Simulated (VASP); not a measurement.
```yaml
crystal:
  lattice:
    - [4.20240, 0.00000, 0.00000]
    - [0.00000, 4.20240, 0.00000]
    - [0.00000, 0.00000, 4.20240]
  atoms:
    - { symbol: Cs, position: [0.00000, 0.00000, 0.00000] }
    - { symbol: Cl, position: [0.50000, 0.50000, 0.50000] }
```

Level of theory: PBE GGA, VASP's PBE PAW potentials (set 64) (plane waves; VASP). Settings: 400 eV cut-off, 6×6×6 Γ-centred mesh, Gaussian smearing of 0.050 eV, potentials Cs_sv Cl.

Unless said otherwise, spin-orbit coupling is left out, though it shifts the bands of the heavy elements here.

Problem. Estimate the energy per atom (σ→0), band gap (on the k-mesh) with the smallest direct gap where there is one.

Solution. 
```json
{
  "band gap (on the k-mesh)": "5.01 eV",
  "smallest direct gap (on the k-mesh)": "5.01 eV",
  "energy per atom (σ→0)": "-3.271 eV/atom"
}
```

The compound is CsCl in the CsCl type structure. The cell was not relaxed at this level.
